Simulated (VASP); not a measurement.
Energy against volume of CaF2 (fluorite). Method: LDA (Ceperley-Alder, Perdew-Zunger), VASP's LDA PAW potentials (set 64) (plane waves; VASP). Numerical set-up: 520 eV cut-off, 7×7×7 Γ-centred mesh, Gaussian smearing of 0.050 eV, potentials Ca_sv F.

```csv
V (Å³/atom),E (eV/atom)
12.293,-6.33119
12.673,-6.33575
13.053,-6.33301
13.433,-6.32412
```

Problem. Fit these four points and predict the energy of the run at 11.913 Å³/atom.

Solution. A cubic in V^(−2/3), the third-order Birch-Murnaghan form, passes through the four points with V0 = 12.71 Å³/atom and B0 = 101 GPa, and gives -6.3179 eV/atom there. The run gave -6.3180 eV/atom, -0.0 meV/atom from the fit; all five points give B0 = 101 GPa.

The compound is CaF2 in the fluorite structure. It was relaxed first, which changed the volume by -6 %.
